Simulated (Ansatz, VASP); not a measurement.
# Li3P3H42C21O13F18: VASP beside Ansatz, part 2 of 2

Aim: how closely do two programs agree when they are given the same cell, functional and k mesh? Of the first pair: The structure shown is frame 133 of Ansatz's trajectory.

VASP 6.6.1 and Ansatz 0.2.0.

So far. Step 3 (VASP: single point, PBE with D4, pair 1): The run ends at a pressure of 0.22 GPa, with forces up to 3.2 eV/Å.

## (6) VASP: single point, PBE with D4, pair 2

Level of this step: PBE with D4; plane waves and PAW (C, O, H, P, F, Li_sv) (VASP).

The same cell, functional, mesh and smearing now go to VASP, with its own data sets.

The input, INCAR:

```
SYSTEM = Li3P3H42C21O13F18
PREC = Accurate
ENCUT = 650
EDIFF = 1E-06
NELM = 120
ISMEAR = 0
SIGMA = 0.025
LREAL = Auto
ALGO = Normal
GGA = PE
IVDW = 13
NBANDS = 248
LORBIT = 11
LWAVE = .FALSE.
LCHARG = .FALSE.
ISIF = 2
LASPH = .TRUE.
GGA_COMPAT = .FALSE.
EFERMI = MIDGAP
NCORE = 2
```

The input, POSCAR:

```
Li3P3H42C21O13F18
1.0
   10.5790200000      0.0000000000      0.0000000000
    0.0000000000     10.5790200000      0.0000000000
    0.0000000000      0.0000000000     10.5790200000
C O H P F Li
21 13 42 3 18 3
Direct
    0.1559029097      0.1019848719      0.4430278041
    0.1443139346      0.9632083123      0.4857255209
    0.3104729928      0.8157939015      0.4308054999
    0.5029766462      0.6937882715      0.4036101643
    0.6303324883      0.7384521440      0.3500135173
    0.3176003070      0.4379517195      0.2139045016
    0.1942807557      0.4403716034      0.1360239417
    0.0887605846      0.6450881084      0.1292652817
    0.9933547720      0.8522150445      0.1417333553
    0.8896381706      0.9242065900      0.2015971234
    0.2052647599      0.4826439500      0.5571782641
    0.2530102032      0.5277804560      0.6781913637
    0.4065877558      0.6673869602      0.7370909593
    0.5638896609      0.8284699339      0.7565445571
    0.6277897197      0.9150942148      0.6596641277
    0.8837680617      0.5440485035      0.8032691119
    0.9279876586      0.6834092383      0.7847796866
    0.8851576044      0.5865760723      0.5909715645
    0.5484250904      0.3243684198      0.7673678658
    0.4915672718      0.3614134391      0.8972475711
    0.6955653737      0.2883064783      0.9142907377
    0.2736642903      0.9114171256      0.5043283782
    0.2442570295      0.7617624317      0.3524050432
    0.4322706640      0.7906497955      0.4655535201
    0.0964645118      0.5319207261      0.1862743430
    0.1673690002      0.6820480536      0.0500897059
    0.9889970905      0.7129110258      0.1759520258
    0.3715372501      0.5839765876      0.6567337995
    0.3390011551      0.7146219593      0.8172118022
    0.5266177775      0.7023145811      0.7103588045
[... 64 atom lines left out ...]
    0.4172409165      0.0179109218      0.9526402257
    0.4507884473      0.8387071770      0.0619528085
    0.5792880626      0.0181113184      0.1002833911
    0.8474414454      0.3211072481      0.6207380268
    0.5611011228      0.2341426711      0.1393607347
    0.3036670694      0.7754309946      0.9893449488
```

The input, KPOINTS:

```
Automatic mesh
0
Gamma
1 1 1
0 0 0
```

PAW data sets: C, O, H, P, F and Li_sv (PBE family, release 64).

Started as:

```bash
mpirun -np 8 vasp_gam
```

Numbers of over 12 decimals in the logs are rounded to 6 here.

The log of the run:

```text
[... set-up lines as in an earlier step ...]
 entering main loop
       N       E                     dE             d eps       ncg     rms          rms(c)
DAV:   1     0.361356820261E+04    0.36136E+04   -0.22032E+05   496   0.163E+03
DAV:   2    -0.205899887503E+03   -0.38195E+04   -0.36425E+04   616   0.371E+02
DAV:   3    -0.578762422823E+03   -0.37286E+03   -0.37007E+03   584   0.123E+02
DAV:   4    -0.593797110562E+03   -0.15035E+02   -0.14973E+02   680   0.208E+01
[...]
DAV:  18    -0.548529818678E+03    0.96334E-05   -0.82065E-06   608   0.122E-02    0.503E-03
DAV:  19    -0.548529814876E+03    0.38017E-05   -0.64202E-06   568   0.890E-03    0.310E-03
DAV:  20    -0.548529814163E+03    0.71357E-06   -0.15902E-06   448   0.393E-03
   1 F= -.55318354E+03 E0= -.55318354E+03  d E =0.000000E+00
```

From OUTCAR (step 6):

```text
  FREE ENERGIE OF THE ION-ELECTRON SYSTEM (eV)
  ---------------------------------------------------
  free  energy   TOTEN  =      -553.1835430348 eV

  energy  without entropy=     -553.1835430348  energy(sigma->0) =     -553.18354303

[... 1 part as in an earlier step ...]
```

The run ends at a pressure of -0.48 GPa, with forces up to 3.4 eV/Å.

## (7) Differences

Forces on 10 of the 100 atoms, those with the largest forces and the largest differences (eV/Å; atoms numbered as in POSCAR):

```
atom          Ansatz x, y, z            VASP x, y, z
  C1  -0.827, -2.204, -2.540  -0.822, -2.189, -2.531
  C2    2.232, 1.431, -0.191    2.169, 1.466, -0.176
  C6   -2.237, -1.144, 0.523   -2.231, -1.133, 0.531
 C12    -1.829, 0.838, 1.525    -1.917, 0.769, 1.525
 C13     1.645, 2.187, 0.218     1.842, 2.125, 0.084
 O23    0.836, -0.028, 0.271   0.595, -0.224, -0.017
 O26    -0.814, 0.013, 0.393    -0.573, 0.127, 0.160
 O29    -0.390, 0.303, 1.219    -0.632, 0.480, 1.528
 H35     1.449, 1.120, 1.590     1.452, 1.121, 1.591
 P78    -2.031, 1.119, 0.287    -2.046, 1.162, 0.296
```

The forces differ by 64 meV/Å r.m.s., which is 8.7 % of the r.m.s. force of 0.733 eV/Å (both taken over all components).

## (8) Ansatz: dynamics, PBE with D4

One frame of this run of dynamics is then solved in both programs, so the motion causes no difference.

The structure compared here is frame 400 of Ansatz's trajectory.

The input, input.yaml:

```yaml
crystal:
  lattice:
    - [10.57902, 0.0, 0.0]
    - [0.0, 10.57902, 0.0]
    - [0.0, 0.0, 10.57902]
  atoms:
    - { symbol: C, position: [0.17538, 0.04188, 0.41012] }
    - { symbol: C, position: [0.16737, 0.92672, 0.4889] }
    - { symbol: O, position: [0.28872, 0.8725, 0.50984] }
    - { symbol: C, position: [0.32213, 0.78356, 0.42506] }
    - { symbol: O, position: [0.2473, 0.7396, 0.34829] }
    - { symbol: O, position: [0.44827, 0.75872, 0.43567] }
    - { symbol: C, position: [0.49439, 0.67911, 0.33707] }
    - { symbol: C, position: [0.62452, 0.7344, 0.30679] }
    - { symbol: H, position: [0.25691, 0.10366, 0.42619] }
    - { symbol: H, position: [0.09102, 0.09556, 0.42483] }
    - { symbol: H, position: [0.17694, 0.0245, 0.30443] }
    - { symbol: H, position: [0.13147, 0.96048, 0.57882] }
    - { symbol: H, position: [0.09763, 0.85988, 0.45954] }
    - { symbol: H, position: [0.50824, 0.58564, 0.37784] }
    - { symbol: H, position: [0.43373, 0.67168, 0.25755] }
    - { symbol: H, position: [0.70051, 0.70383, 0.37926] }
    - { symbol: H, position: [0.61802, 0.84352, 0.30627] }
    - { symbol: H, position: [0.65772, 0.70128, 0.21628] }
    - { symbol: C, position: [0.27302, 0.42874, 0.18553] }
    - { symbol: C, position: [0.14778, 0.42879, 0.11512] }
    - { symbol: O, position: [0.06593, 0.51779, 0.17533] }
    - { symbol: C, position: [0.07599, 0.63387, 0.13286] }
    - { symbol: O, position: [0.14901, 0.6691, 0.0482] }
    - { symbol: O, position: [0.00518, 0.70971, 0.20371] }
    - { symbol: C, position: [0.01083, 0.83887, 0.15627] }
    - { symbol: C, position: [0.89374, 0.91824, 0.18811] }
    - { symbol: H, position: [0.26605, 0.40456, 0.28359] }
    - { symbol: H, position: [0.32734, 0.51459, 0.18941] }
    - { symbol: H, position: [0.336, 0.36076, 0.13766] }
    - { symbol: H, position: [0.15692, 0.43749, 0.01232] }
[... 64 atom lines left out ...]
    - { symbol: F, position: [0.45165, 0.99726, 0.93609] }
    - { symbol: F, position: [0.46888, 0.83182, 0.05371] }
    - { symbol: F, position: [0.58776, 0.02685, 0.10423] }
    - { symbol: Li, position: [0.81249, 0.32275, 0.66745] }
    - { symbol: Li, position: [0.56965, 0.20902, 0.17964] }
    - { symbol: Li, position: [0.2815, 0.78464, 0.98148] }
kpoints:
  mp_grid: { grid: [1, 1, 1] }
hamiltonian:
  xc: pbe
  dispersion: d4
scf:
  occupations: { method: gaussian, width: 0.025 }
output:
  forces: true
md:
  timestep: 0.5
  n_steps: 400
  ensemble: nvt_langevin
  temperature: 300
  initial_velocities: maxwell_boltzmann
  seed: 4052
```

Started as:

```bash
ansatz run input.yaml --threads 4 --pin off --max-ram 8192MiB --backend cpu --events-out ev --progress --plain --runs-dir out
```

The log of the run:

```text
[...]
Crystal: 100 atoms, lattice volume = 1183.958 Å³
Basis set: ecut = 420 eV, 23031 PW (Γ), exchange–correlation on 144×144×144 points (8 copies of the dense FFT grid, shifted against one another)
Bands: 277, of which v1, the nominal top of the filled ones, is band 177 counted from 1 (176 counted from 0)
Symmetry: 1 space group operations
k-points: 1
[...]
atom   7  C      0.01124147    -1.00139522    -0.21595061
  atom   8  C     -0.67203624    -1.79022312    -0.78822956
[...]
atom  97  F      0.35526033    -0.38007306     0.13090236
  atom  98  Li     0.35307100    -0.01226040    -0.11219614
  atom  99  Li     0.13375902     0.07022906    -0.01449688
  atom 100  Li    -0.20877155    -0.06900892     0.52136063
  max |Σ_I F_I| component: 1.66e-4 eV/Å
--- MD trajectory: 400 steps, t = 0.0 → 200.0 fs ---
[...]
[key lines of the parts left out:]
SCF converged after 8 iterations
Free energy (F): -30761.254060 eV
Fermi energy:    1.362438 eV
```

## (9) VASP: single point, PBE with D4, pair 3

The same cell, functional, mesh and smearing now go to VASP, with its own data sets.

INCAR is that of step 6.

The input, POSCAR:

```
Li3P3H42C21O13F18
1.0
   10.5790200000      0.0000000000      0.0000000000
    0.0000000000     10.5790200000      0.0000000000
    0.0000000000      0.0000000000     10.5790200000
C O H P F Li
21 13 42 3 18 3
Direct
    0.1591451760      0.0859720466      0.4048390116
    0.1518288083      0.9733793867      0.4841185667
    0.3108983630      0.8316838422      0.4217309354
    0.4916617985      0.6900261083      0.3955753936
    0.6321568538      0.7192537683      0.3698924853
    0.2765473550      0.4322990220      0.2385287106
    0.1714809122      0.4345203998      0.1385667103
    0.0906700243      0.6456174579      0.1403816233
    0.9944890926      0.8402196045      0.1554775395
    0.8917083057      0.8978903528      0.2351068435
    0.1867942399      0.4707241313      0.5613090816
    0.2228183707      0.5296048216      0.6868972740
    0.3937321226      0.6676894457      0.7450690140
    0.5655722364      0.7932303748      0.7832767118
    0.6391234727      0.8950356460      0.7036568605
    0.8853088471      0.5379231725      0.8000173929
    0.9225618252      0.6781346476      0.7893831376
    0.8854411845      0.5974560971      0.5906596263
    0.5548623597      0.2810373740      0.7643619163
    0.5110586803      0.3637387962      0.8720656545
    0.7066155466      0.2638524173      0.9055659220
    0.2770767046      0.9189981681      0.5050656866
    0.2514788704      0.7856209743      0.3348892430
    0.4280547726      0.7917935688      0.4601654974
    0.0760940049      0.5246043584      0.1717550397
    0.1584645837      0.6838535138      0.0558936461
    0.0057755822      0.7123249602      0.2085826475
    0.3543239355      0.5776054871      0.6662337343
    0.3355887407      0.7028439307      0.8422519288
    0.5048955385      0.7098389076      0.7017096102
[... 64 atom lines left out ...]
    0.4017385353      0.0189507157      0.9534247974
    0.4627933400      0.8384330496      0.0712542372
    0.5807532267      0.0282067715      0.0771716095
    0.8175615511      0.3108794576      0.6501641929
    0.5778701619      0.2101990544      0.1392094920
    0.2680021401      0.8074755507      0.9630381642
```

KPOINTS is that of step 6.

Started as:

```bash
mpirun -np 8 vasp_gam
```

The log of the run:

```text
[... set-up lines as in an earlier step ...]
 entering main loop
       N       E                     dE             d eps       ncg     rms          rms(c)
DAV:   1     0.365444360525E+04    0.36544E+04   -0.22028E+05   496   0.163E+03
DAV:   2    -0.195762304338E+03   -0.38502E+04   -0.36522E+04   608   0.373E+02
DAV:   3    -0.578057371877E+03   -0.38230E+03   -0.37938E+03   592   0.125E+02
DAV:   4    -0.593185244205E+03   -0.15128E+02   -0.15062E+02   664   0.211E+01
[...]
DAV:  18    -0.548703098489E+03    0.97774E-05   -0.96948E-06   648   0.108E-02    0.466E-03
DAV:  19    -0.548703094123E+03    0.43667E-05   -0.40345E-06   520   0.716E-03    0.245E-03
DAV:  20    -0.548703093249E+03    0.87383E-06   -0.10702E-06   424   0.369E-03
   1 F= -.55335895E+03 E0= -.55335895E+03  d E =0.000000E+00
```

From OUTCAR (step 9):

```text
  FREE ENERGIE OF THE ION-ELECTRON SYSTEM (eV)
  ---------------------------------------------------
  free  energy   TOTEN  =      -553.3589533867 eV

  energy  without entropy=     -553.3589533867  energy(sigma->0) =     -553.35895339

[... 1 part as in an earlier step ...]
```

The run ends at a pressure of 0.14 GPa, with forces up to 3.1 eV/Å.

## (10) Side by side

Forces on 10 of the 100 atoms, those with the largest forces and the largest differences (eV/Å; atoms numbered as in POSCAR):

```
atom          Ansatz x, y, z            VASP x, y, z
  C1    1.259, 2.035, -1.992    1.255, 2.047, -1.997
  C5  -0.672, -1.790, -0.788  -0.674, -1.792, -0.789
 C14     1.823, 1.393, 0.107     1.918, 1.497, 0.166
 C19   -1.196, 0.304, -2.047   -1.332, 0.299, -2.104
 C20   -1.084, -1.872, 0.456   -1.179, -1.807, 0.392
 C21    -0.578, 1.590, 1.194    -0.436, 1.520, 1.336
 O23    -0.223, 0.294, 0.059   -0.461, 0.108, -0.292
 O26    0.758, 0.639, -0.565    1.017, 0.798, -0.884
 O29   0.877, -0.355, -1.519   0.722, -0.254, -1.260
 P78   2.120, -1.495, -1.299   2.127, -1.505, -1.300
```

The forces differ by 66 meV/Å r.m.s., which is 9.2 % of the r.m.s. force of 0.714 eV/Å (both taken over all components).

## (11) Outcome

```yaml
r_m_s_force_difference_single_point_pbe_with_d4_pair_1: 9.3 % of the r.m.s. force
r_m_s_force_difference_single_point_pbe_with_d4_pair_2: 8.7 % of the r.m.s. force
r_m_s_force_difference_single_point_pbe_with_d4_pair_3: 9.2 % of the r.m.s. force
```

What this shows: The r.m.s. force difference is 9.3 % of the r.m.s. force (single point, PBE with D4, pair 1), beyond the 3 % picked in this series as the mark of a large difference. What causes the difference of the single point, PBE with D4, pair 1 pair stays open here. What causes the difference of the single point, PBE with D4, pair 2 pair stays open here. What causes the difference of the single point, PBE with D4, pair 3 pair stays open here. Such differences can come from data sets, numerical settings and the points named under the comparisons, not from the functional's error against experiment.

[Lines on the potential files, build, host, timing and source positions are cut from VASP's logs without a mark.]

[Logs are printed without paths, hosts, clocks, repeated set-up lines and the standing remarks that a program may print on its own settings, such as how far it seeks lower states.]

[Hosts, paths, dates, database ids (printed as entryN), source tags and the programs' standing remarks are cut or masked in the printed files.]
